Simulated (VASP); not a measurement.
Here is a VASP 6.6.1 calculation.

File INCAR:

```
SYSTEM = Ir
  PREC = Accurate
  ENCUT = 600
  EDIFF = 1E-7
  ISMEAR = 1
  SIGMA = 0.1
  LREAL = .FALSE.
  LASPH = .TRUE.
  NELM = 80
  ALGO = Normal
  ISIF = 2
  LWAVE = .FALSE.
  LCHARG = .FALSE.
  METAGGA = R2SCAN
  LMIXTAU = .TRUE.
  IBRION = 2
  NSW = 40
  EDIFFG = -0.01
```

The input KPOINTS:

```
regular mesh
0
G
  16 16 16
  0 0 0
```

File POSCAR:

```
Ir                                      
1.0
    0.0000000000      1.9395442052      1.9395442052
    1.9395442052      0.0000000000      1.9395442052
    1.9395442052      1.9395442052      0.0000000000
  Ir            
     1
Direct
     0.0000000000000000    0.0000000000000000    0.0000000000000000
```

Potentials or basis: VASP PAW PBE potentials, release 64 (Ir).

The run is started by

```bash
$ cat potpaw_PBE.64/Ir/POTCAR > POTCAR
$ mpirun -np 1 vasp_std > vasp.out
```

Task: Estimate the band gap on the k mesh.

Result: None (metal or under the smearing width).

Final structure:
```
Ir
1.0
     0.00000    1.93954    1.93954
     1.93954    0.00000    1.93954
     1.93954    1.93954    0.00000
Ir
1
Direct
  0.00000 0.00000 0.00000
```

Caveat: the relaxation stopped at its first step, so nothing moved. The run has no spin-orbit coupling, so splittings on Ir are missing.
